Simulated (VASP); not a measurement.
Consider the following.

```
CELL_PARAMETERS angstrom
     -1.57771     1.57771     1.57771
      1.57771    -1.57771     1.57771
      1.57771     1.57771    -1.57771
ATOMIC_POSITIONS crystal
  W  0.00000 0.00000 0.00000
```

Level of theory: PBE GGA, VASP's PBE PAW potentials (set 64) (plane waves; VASP). Run with 300 eV cut-off, 19×19×19 Γ-centred mesh, Gaussian smearing of 0.27 eV, potentials W_sv.

At this cut-off the stress carries a Pulay error, which pulls relaxed volumes low. Unless said otherwise, spin-orbit coupling is left out, though it shifts the bands of the heavy elements here.

Predict the energy per atom (σ→0), pressure, band gap (on the k-mesh) with the smallest direct gap where there is one.

* **band gap (on the k-mesh)**: none (metal, semimetal or under 0.01 eV)
* **energy per atom (σ→0)**: -12.942 eV/atom
* **pressure**: 81.9 kbar

The absolute energy has meaning only against runs of the same code, potentials and settings.

The structure comes from a computed database's W entry; how it stands against other phases isn't given here. The cell was not relaxed at this level.
